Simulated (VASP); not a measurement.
Method: PW91 GGA, VASP's PBE PAW potentials (set 64) (plane waves; VASP).

Input for VASP

**KPOINTS**
```
Automatic mesh
0
Gamma
8 8 8
0 0 0
```

**INCAR**
```
! general
SYSTEM  =  Si
PREC    =  Accurate
ENCUT   =  520
LREAL   =  F
LASPH   =  T

! electronic loop
EDIFF   =  1E-6
NELM    =  100
ALGO    =  Normal

! smearing
ISMEAR  =  0
SIGMA   =  0.05

! functional
GGA     =  91

! ions
IBRION  =  2
NSW     =  60
ISIF    =  3
EDIFFG  =  -0.01

! output
LWAVE   =  F
LCHARG  =  F
```

### POSCAR
```
Si
1
   -0.0000000000     2.7343593485     2.7343593485
    2.7343593485     0.0000000000     2.7343593485
    2.7343593485     2.7343593485     0.0000000000
Si
2
Direct
  0.0000000000   0.0000000000   0.0000000000
  0.2500000000   0.2500000000   0.2500000000
```

POTCAR, in this order: Si (PBE.64 set). Program: vasp_std.

### Question
Predict the energy per atom (σ→0).

### Answer

```yaml
energy per atom (σ→0): -5.415 eV/atom
```

OSZICAR:
```
...
DAV:   5    -0.110012423408E+02   -0.16535E-05   -0.16533E-05   576   0.296E-02    0.453E+00
DAV:   6    -0.108834096387E+02    0.11783E+00   -0.82884E-02   560   0.149E+00    0.278E+00
DAV:   7    -0.108285009432E+02    0.54909E-01   -0.16317E-01   568   0.219E+00    0.196E-01
DAV:   8    -0.108293134858E+02   -0.81254E-03   -0.42067E-03   520   0.479E-01    0.665E-02
DAV:   9    -0.108294097478E+02   -0.96262E-04   -0.12686E-04   688   0.918E-02    0.583E-02
DAV:  10    -0.108294331944E+02   -0.23447E-04   -0.38404E-05   584   0.443E-02    0.209E-02
DAV:  11    -0.108294326580E+02    0.53635E-06   -0.40068E-07   544   0.487E-03
   1 F= -.10829433E+02 E0= -.10829433E+02  d E =-.108294E+02
```

The compound is Si in the diamond structure. It was relaxed first. The start is the result of an earlier pass.
